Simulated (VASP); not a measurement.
Input:

```yaml
crystal:
  lattice:
    - [1.23744, -2.14330, 0.00000]
    - [1.23744, 2.14330, 0.00000]
    - [0.00000, 0.00000, 4.03494]
  atoms:
    - { symbol: Co, position: [0.33333, 0.66667, 0.25000], spin: 1.7 }
    - { symbol: Co, position: [0.66667, 0.33333, 0.75000], spin: 1.7 }
```

The numbers are results of r2SCAN meta-GGA, VASP's PBE PAW potentials (set 64) (plane waves; VASP), not measurements. Settings: 480 eV cut-off, 16×16×8 Γ-centred mesh, first-order Methfessel-Paxton smearing of 0.10 eV, potentials Co.

**Question.** Give the stress tensor in GPa (positive for a compressed cell).

**Answer.** 
```
-1.09   0.00   0.00
 0.00  -1.09   0.00
 0.00   0.00  -2.00
```
The pressure is its mean diagonal, -1.39 GPa.

The compound is Co in the hcp structure. This cell was strained or had an atom moved on purpose.
